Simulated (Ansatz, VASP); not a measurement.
**BaAu3 in VASP and in Ansatz**

INCAR

```
PREC     = Accurate       # precision mode
ENCUT    = 520            # plane-wave cutoff, eV
EDIFF    = 1E-6           # SCF threshold, eV
ISMEAR   = 0              # smearing method
SIGMA    = 0.05           # smearing width, eV
LREAL    = False          # projectors in reciprocal space
LASPH    = True           # aspherical terms in the spheres
NELM     = 80             # most SCF steps
ALGO     = Fast           # electronic algorithm
ISIF     = 2              # what is computed and relaxed
LWAVE    = False          # write WAVECAR
LCHARG   = False          # write CHGCAR
GGA      = PE             # functional
NBANDS   = 30             # bands
```

File KPOINTS:

```
regular mesh
0
Gamma
  8 8 8
```

Contents of POSCAR:

```
BaAu3
1.0
    4.5937294688      0.0000000000      0.0000000000
    0.0000000000      4.5937294688      0.0000000000
    0.0000000000      0.0000000000      4.5937294688
Ba Au
1 3
Direct
    0.0000000000      0.0000000000      0.0000000000
    0.0000000000      0.5000000000      0.5000000000
    0.5000000000      0.5000000000      0.0000000000
    0.5000000000      0.0000000000      0.5000000000
```

Input for Ansatz:

```yaml
crystal:
  lattice:
    - [4.5937294688, 0.0, 0.0]
    - [0.0, 4.5937294688, 0.0]
    - [0.0, 0.0, 4.5937294688]
  atoms:
    - { symbol: Ba, position: [0.0, 0.0, 0.0] }
    - { symbol: Au, position: [0.0, 0.5, 0.5] }
    - { symbol: Au, position: [0.5, 0.5, 0.0] }
    - { symbol: Au, position: [0.5, 0.0, 0.5] }
basis:
  ecutwfc: 420
  ecutrho_ratio: 4
kpoints:
  mp_grid: { grid: [8, 8, 8] }
hamiltonian:
  xc: pbe
scf:
  occupations: { method: gaussian, width: 0.05 }
output:
  forces: true
  stress: true
  eigenvalues: true
```

Alike in both runs: task single point; functional PBE; k mesh 8 × 8 × 8; occupations gaussian, width 0.05 eV; no spin polarisation.

|  | VASP | Ansatz |
| --- | --- | --- |
| version | VASP 6.6.1 | Ansatz 0.2.0 |
| potentials or method | VASP PAW PBE potentials, release 64 (Ba_sv, Au) | scalar-relativistic, plane waves, PAW |
| plane-wave cutoff (eV) | 520 | 420 |
| valence electrons in the cell | 43 | 67 |

VASP gave:

- gap on the k mesh at the Fermi level (eV): none
- pressure (GPa): 2.9

Q: Estimate Ansatz's values.

A: gap on the k mesh at the Fermi level (eV): none; pressure (GPa): 2.1.

A gap of «none» marks a metal or a gap that the smearing closes. The functional is the same, so the differences come from potentials, cutoffs and numerics. The two sets of potentials don't hold the same shells in valence.

Spin-orbit coupling is left out, which matters for the levels of Au, Ba.
